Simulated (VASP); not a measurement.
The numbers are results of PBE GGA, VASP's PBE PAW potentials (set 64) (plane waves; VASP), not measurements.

The input files of a VASP run:

INCAR:
```
! general
SYSTEM =PtB
PREC   =Accurate
ENCUT  =520   ! plane-wave cut-off (eV)
LREAL  =F
LASPH  =T

! electronic loop
EDIFF  =1E-6
NELM   =100
ALGO   =Normal   ! blocked Davidson
LMAXMIX=6   ! l cut-off of mixed one-centre charges

! smearing
ISMEAR =1   ! Methfessel-Paxton
SIGMA  =0.1

! functional
GGA    =PE

! ions
IBRION =2   ! conjugate gradients
NSW    =60   ! most ionic steps
ISIF   =3   ! ions, shape and volume
EDIFFG =-0.01

! output
LWAVE  =F
LCHARG =F
```

**POSCAR**
```
PtB
1.0
  0.0000000000   2.3760000000   2.3760000000
  2.3760000000   0.0000000000   2.3760000000
  2.3760000000   2.3760000000   0.0000000000
Pt B
1 1
Cart
  0.0000000000   0.0000000000   0.0000000000
  2.3760000000   2.3760000000   2.3760000000
```

### KPOINTS
```
Automatic mesh
0
G
  12 12 12
0 0 0
```

POTCAR, in this order: Pt B (PBE.64 set). Program: vasp_std.

Energy and stress use the plane-wave basis of the starting cell. Unless said otherwise, spin-orbit coupling is left out, though it shifts the bands of the heavy elements here.

Task: Estimate the energy per atom (σ→0), volume per atom, band gap (on the k-mesh).

Result: 
The energy per atom (σ→0) is -6.103 eV/atom. The band gap (on the k-mesh) is none (metal, semimetal or under 0.01 eV) and the volume per atom comes out as 11.65 Å³/atom.

**OSZICAR**
```
...
   6 F= -.12207099E+02 E0= -.12206763E+02  d E =0.526488E-04
       N       E                     dE             d eps       ncg     rms          rms(c)
DAV:   1    -0.122078884190E+02   -0.78910E-03   -0.12983E-02  1484   0.126E+00    0.193E-01
DAV:   2    -0.122072403230E+02    0.64810E-03   -0.42021E-03  1498   0.589E-01    0.639E-02
DAV:   3    -0.122072079762E+02    0.32347E-04   -0.11673E-04  1508   0.992E-02    0.372E-02
DAV:   4    -0.122072026395E+02    0.53367E-05   -0.38555E-05  1588   0.462E-02    0.856E-03
DAV:   5    -0.122072022829E+02    0.35668E-06   -0.22986E-06  1470   0.114E-02
   7 F= -.12207202E+02 E0= -.12206859E+02  d E =-.509382E-04
```

The structure was generated: PtB was put into the rock salt type (Fm-3m), which need not be its known phase. This run relaxes it. Symmetry was kept, so distortions that lower it aren't found. The electron count is odd and the run is not spin-polarised, which forces a metal.
